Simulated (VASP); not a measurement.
# Sb2PbO (P6/mmm) in VASP: single point with PBE

Aim: the single point of Sb2PbO with PBE.

Everything below comes from runs of VASP 6.6.1. Logs are shortened: lines on timing, memory, paths and dates and some standing lists are left out, and cuts for length are marked.

**1. The cell of the first run**

The structure is hexagonal, space group P6/mmm (No. 191). Conventional cell: a = 5.051 Å, b = 5.051 Å, c = 4.802 Å, α = 90.00°, β = 90.00°, γ = 120.00°. Sb (site symmetry -6m2) is surrounded by 3 Sb at 2.92 Å and 3 O at 2.92 Å. Around Pb (site symmetry 6/mmm) lie 2 O at 2.40 Å. O (site symmetry 6/mmm) has 2 Pb at 2.40 Å as nearest neighbours.

The cell was built by a generator and needn't be a form met in nature.

**2. Single point, PBE (random cell by space group and Wyckoff sites (P6/mmm, No. 191))**

Input file INCAR:

```
PREC = Accurate
ENCUT = 520
EDIFF = 1E-6
ISMEAR = 0
SIGMA = 0.1
LREAL = F
LASPH = T
NELM = 100
ALGO = Fast
ISIF = 2
LWAVE = F
LCHARG = F
GGA = PE
NBANDS = 23
```

Input file KPOINTS:

```
regular mesh
0
Gamma
  12 12 10
```

Input file POSCAR:

```
Sb2PbO
1.0
    5.0510579150      0.0000000000      0.0000000000
   -2.5255289575      4.3743444703      0.0000000000
    0.0000000000      0.0000000000      4.8020112841
Sb Pb O
2 1 1
Direct
    0.3333333333      0.6666666667      0.5000000000
    0.6666666667      0.3333333333      0.5000000000
    0.0000000000      0.0000000000      0.0000000000
    0.0000000000      0.0000000000      0.5000000000
```

Potentials or basis: VASP PAW PBE potentials, release 64 (Sb, Pb_d, O).

The run is started by

```sh
cat potpaw_PBE.64/Sb/POTCAR potpaw_PBE.64/Pb_d/POTCAR potpaw_PBE.64/O/POTCAR > POTCAR
mpirun -np 1 vasp_std > vasp.out
```

OUTCAR:

```text
PREC = Accurate
   ENCUT = 520
   EDIFF = 1E-6
   ISMEAR = 0
   LREAL = F
   LASPH = T
   NELM = 100
   ISIF = 2
   GGA = PE

 ion  position               nearest neighbor table
   1  0.333  0.667  0.500-   2 2.92   2 2.92   2 2.92   3 3.78   3 3.78   3 3.78   3 3.78   3 3.78
                             3 3.78
   2  0.667  0.333  0.500-   1 2.92   1 2.92   1 2.92   3 3.78   3 3.78   3 3.78   3 3.78   3 3.78
                             3 3.78
   3  0.000  0.000  0.000-   4 2.40   4 2.40   1 3.78   1 3.78   2 3.78   2 3.78   1 3.78   1 3.78
                             2 3.78   2 3.78   2 3.78   2 3.78   1 3.78   1 3.78
   4  0.000  0.000  0.500-   3 2.40   3 2.40

  LATTYP: Found a hexagonal cell.
 ALAT       =     5.0510579150
 C/A-ratio  =     0.9506941645

  Lattice vectors:

 A1 = (   5.0510579150,   0.0000000000,   0.0000000000)
 A2 = (  -2.5255289575,   4.3743444703,   0.0000000000)
 A3 = (   0.0000000000,   0.0000000000,   4.8020112841)

Analysis of symmetry for initial positions (statically):
=====================================================================
 Subroutine PRICEL returns:
 Original cell was already a primitive cell.

 Routine SETGRP: Setting up the symmetry group for a
 hexagonal supercell.

 Subroutine GETGRP returns: Found 24 space group operations
 (whereof 24 operations were pure point group operations)
 out of a pool of 24 trial point group operations.

The static configuration has the point symmetry D_6h.

Analysis of symmetry for dynamics (positions and initial velocities):
=====================================================================
 Subroutine PRICEL returns:
 Original cell was already a primitive cell.

 Routine SETGRP: Setting up the symmetry group for a
 hexagonal supercell.

 Subroutine GETGRP returns: Found 24 space group operations
 (whereof 24 operations were pure point group operations)
 out of a pool of 24 trial point group operations.

The dynamic configuration has the point symmetry D_6h.

 Subroutine INISYM returns: Found 24 space group operations
 (whereof 24 operations are pure point group operations),
 and found     1 'primitive' translations

----------------------------------------------------------------------------------------

                                     Primitive cell

  volume of cell :     106.1008

  direct lattice vectors                    reciprocal lattice vectors
     5.051057915  0.000000000  0.000000000     0.197978328  0.114302841  0.000000000
    -2.525528958  4.374344470  0.000000000     0.000000000  0.228605682  0.000000000
     0.000000000  0.000000000  4.802011284     0.000000000  0.000000000  0.208246075

  length of vectors
     5.051057915  5.051057915  4.802011284     0.228605682  0.228605682  0.208246075

  position of ions in fractional coordinates (direct lattice)
     0.333333333  0.666666667  0.500000000
     0.666666667  0.333333333  0.500000000
     0.000000000  0.000000000  0.000000000
     0.000000000  0.000000000  0.500000000

  ion indices of the primitive-cell ions
   primitive index   ion index
                 1           1
                 2           2
                 3           3
                 4           4

----------------------------------------------------------------------------------------

 KPOINTS: regular mesh

Automatic generation of k-mesh.
 Grid dimensions read from file:
 generate k-points for:   12   12   10

 Generating k-lattice:

  Cartesian coordinates                     Fractional coordinates (reciprocal lattice)
     0.016498194  0.009525237  0.000000000     0.083333333  0.000000000  0.000000000
     0.000000000  0.019050473  0.000000000     0.000000000  0.083333333  0.000000000
     0.000000000  0.000000000  0.020824607     0.000000000  0.000000000  0.100000000

  Length of vectors
     0.019050473  0.019050473  0.020824607

  Shift w.r.t. Gamma in fractional coordinates (k-lattice)
     0.000000000  0.000000000  0.000000000

 Subroutine IBZKPT returns following result:
 ===========================================

 Found    114 irreducible k-points:

 Following reciprocal coordinates:
            Coordinates               Weight
  0.000000  0.000000  0.000000      1.000000
  0.083333  0.000000  0.000000      6.000000
  0.166667 -0.000000  0.000000      6.000000
  0.250000 -0.000000  0.000000      6.000000
  0.333333 -0.000000  0.000000      6.000000
  0.416667 -0.000000  0.000000      6.000000
[... 16 lines left out ...]
  0.250000 -0.000000  0.100000     12.000000
  0.333333 -0.000000  0.100000     12.000000
 [... further k-points ...]
   k-points           NKPTS =    114   k-points in BZ     NKDIM =    114   number of bands    NBANDS=     23
   number of dos      NEDOS =    301   number of ions     NIONS =      4
   total plane-waves  NPLWV =  57600
   dimension x,y,z NGX =    40 NGY =   40 NGZ =   36
   dimension x,y,z NGXF=    80 NGYF=   80 NGZF=   72
   ions per type =               2   1   1
   NGX,Y,Z   is equivalent  to a cutoff of  13.17, 13.17, 12.46 a.u.
   NGXF,Y,Z  is equivalent  to a cutoff of  26.33, 26.33, 24.93 a.u.
 SYSTEM =  unknown system
   PREC   = accura    normal or accurate (medium, high low for compatibility)
   ISTART =      0    job   : 0-new  1-cont  2-samecut
   ICHARG =      2    charge: 1-file 2-atom 10-const
   ISPIN  =      1    spin polarized calculation?
   LNONCOLLINEAR =      F non collinear calculations
   LSORBIT =      F    spin-orbit coupling
   LASPH  =      T    aspherical Exc in radial PAW
   ENCUT  =  520.0 eV  38.22 Ry    6.18 a.u.   9.39  9.39  8.93*2*pi/ulx,y,z
   NELM   =    100;   NELMIN=  2; NELMDL= -5     # of ELM steps
   EDIFF  = 0.1E-05   stopping-criterion for ELM
   LREAL  =      F    real-space projection
   EDIFFG = 0.1E-04   stopping-criterion for IOM
   NSW    =      0    number of steps for IOM
   IBRION =     -1    ionic relax: 0-MD 1-quasi-New 2-CG
   NFREE  =      0    steps in history (QN), initial steepest desc. (CG)
   ISIF   =      2    stress and relaxation
   ISYM   =      2    0-nonsym 1-usesym 2-fastsym
   POTIM  = 0.5000    time-step for ionic-motion
   TEBEG  =    0.0;   TEEND  =   0.0 temperature during run
   PSTRESS=    0.0 pullay stress
   NELECT =      30.0000    total number of electrons
   NUPDOWN=      -1.0000    fix difference up-down
   EMIN   =  10.00;   EMAX   =-10.00  energy-range for DOS
   EFERMI =   0.00;   METHOD = LEGACY
   ISMEAR =     0;   SIGMA  =   0.10  broadening in eV -4-tet -1-fermi 0-gaus
   EFERMI_NEDOS =   21; number of points for ismear=-14 and -15
   IALGO  =     68    algorithm
   IMIX   =      4    mixing-type and parameters
     AMIX     =   0.40;   BMIX     =  1.00
     AMIX_MAG =   1.60;   BMIX_MAG =  1.00
  volume/ion in A,a.u.               =      26.53       179.00
  Fermi-wavevector in a.u.,A,eV,Ry     =   1.074507  2.030523 15.708802  1.154564
  Thomas-Fermi vector in A             =   2.210337
   LORBIT       =      0    0 simple, 1 ext, 2 COOP (PROOUT), +10 PAW based schemes
   GGA     = PE    functional components
   LHFCALC =     F    Hartree Fock is set to
   AEXX    =    0.0000 exact exchange contribution
   IVDW    =     0    specifies the selected vdW correction
   LEPSILON=     F    determine dielectric tensor
   LRPA    =     F    only Hartree local field effects (RPA)
 non-spin polarized calculation
 RMM-DIIS sequential band-by-band and
 Gauss-broadening in eV      SIGMA  =   0.10
  energy-cutoff  :      520.00
  volume of cell :      106.10
 maximum number of plane-waves:      2886
 NGX is ok and might be reduce to    40
   NGX = 19   NGY = 19   NGZ = 17

 number of electron      30.0000008 magnetization

 Free energy of the ion-electron system (eV)
  ---------------------------------------------------
  ext. energy  EPLUGINS =         0.00000000
  ---------------------------------------------------
  free energy    TOTEN  =       -16.74691901 eV

  energy without entropy =      -16.73560404  energy(sigma->0) =      -16.74126152

 E-fermi :   6.0013     XC(G=0):  -9.5013

 val. band max:        5.9988818750   @ k =   0.1667   0.1667   0.0000
 cond. band min:       6.0054035099   @ k =   0.1667   0.1667   0.1000
 fundamental gap:      0.0065216349
 Fermi energy:         6.0012757113

 k-point     1 :       0.0000    0.0000    0.0000
  band No.  band energies     occupation
      1     -12.0573      2.00000
      2     -11.2433      2.00000
      3     -11.2433      2.00000
      4     -11.0394      2.00000
      5     -11.0394      2.00000
      6     -10.1384      2.00000
[... 15 lines left out ...]
     22      13.1295      0.00000
     23      13.4200      0.00000

 k-point     2 :       0.0833    0.0000    0.0000
  band No.  band energies     occupation
      1     -12.0550      2.00000
      2     -11.2434      2.00000
      3     -11.2429      2.00000
      4     -11.0397      2.00000
      5     -11.0394      2.00000
      6     -10.1338      2.00000
[... 15 lines left out ...]
     22      12.9478      0.00000
     23      12.9640      0.00000

 k-point     3 :       0.1667   -0.0000    0.0000
  band No.  band energies     occupation
      1     -12.0484      2.00000
      2     -11.2435      2.00000
      3     -11.2416      2.00000
      4     -11.0403      2.00000
      5     -11.0396      2.00000
      6     -10.1213      2.00000
[... 15 lines left out ...]
     22      12.4680      0.00000
     23      12.6405      0.00000
[... 495 lines left out ...]
 k-point    23 :       0.2500   -0.0000    0.1000
  band No.  band energies     occupation
      1     -11.9959      2.00000
      2     -11.2437      2.00000
      3     -11.2399      2.00000
      4     -11.0424      2.00000
      5     -11.0407      2.00000
      6     -10.1523      2.00000
[... 15 lines left out ...]
     22      12.0578      0.00000
     23      12.6226      0.00000

 k-point    24 :       0.3333   -0.0000    0.1000
  band No.  band energies     occupation
      1     -11.9870      2.00000
      2     -11.2440      2.00000
      3     -11.2383      2.00000
      4     -11.0435      2.00000
      5     -11.0409      2.00000
      6     -10.1353      2.00000
[... 15 lines left out ...]
     22      11.8268      0.00000
     23      12.4614      0.00000

 [... further k-points ...]

------------------------ aborting loop because EDIFF is reached ----------------------------------------

  FORCE on cell =-STRESS in cart. coord.  units (eV):
  Direction    XX          YY          ZZ          XY          YZ          ZX
  --------------------------------------------------------------------------------------
  -------------------------------------------------------------------------------------
  Total       -0.0933561     -0.0933561      0.0145131      0.0000000      0.0000000     -0.0000000
  in kB       -1.4097260     -1.4097260      0.2191554      0.0000000      0.0000000     -0.0000000
  external PRESSURE =      -0.8667655 kB  Pullay stress =       0.0000000 kB

 VOLUME and BASIS-vectors are now :
 -----------------------------------------------------------------------------
  energy-cutoff  :      520.00
  volume of cell :      106.10
      direct lattice vectors                 reciprocal lattice vectors
     5.051057915  0.000000000  0.000000000     0.197978328  0.114302841  0.000000000
    -2.525528958  4.374344470  0.000000000     0.000000000  0.228605682  0.000000000
     0.000000000  0.000000000  4.802011284     0.000000000  0.000000000  0.208246075

 POSITION                                       TOTAL-FORCE (eV/Angst)
 -----------------------------------------------------------------------------------
     -0.00000      2.91623      2.40101         0.000000      0.000000      0.000000
      2.52553      1.45811      2.40101        -0.000000      0.000000     -0.000000
      0.00000      0.00000      0.00000         0.000000     -0.000000      0.000000
      0.00000      0.00000      2.40101         0.000000     -0.000000      0.000000
 -----------------------------------------------------------------------------------
    total drift:                                0.000000     -0.000000      0.000000

  FREE ENERGIE OF THE ION-ELECTRON SYSTEM (eV)
  ---------------------------------------------------
  free  energy   TOTEN  =       -16.7469190078 eV

  energy  without entropy=      -16.7356040405  energy(sigma->0) =      -16.74126152
```

Wall time 4.5 min (1 thread of Intel Xeon Platinum 8259CL at 2.50GHz (Skylake/Cascade Lake), shared host); peak memory 0.44 GiB.

Results:

| Item | Value |
| --- | --- |
| Free energy | -16.7469 eV |
| Pressure | -0.1 GPa |
| Band gap on the k mesh | none (metal or under the smearing width) |

Stress tensor (GPa, compression positive):
```
-0.14  0.00  0.00
 0.00 -0.14  0.00
 0.00  0.00  0.02
```

Spin-orbit coupling is left out, which matters for the levels of Pb, Sb.
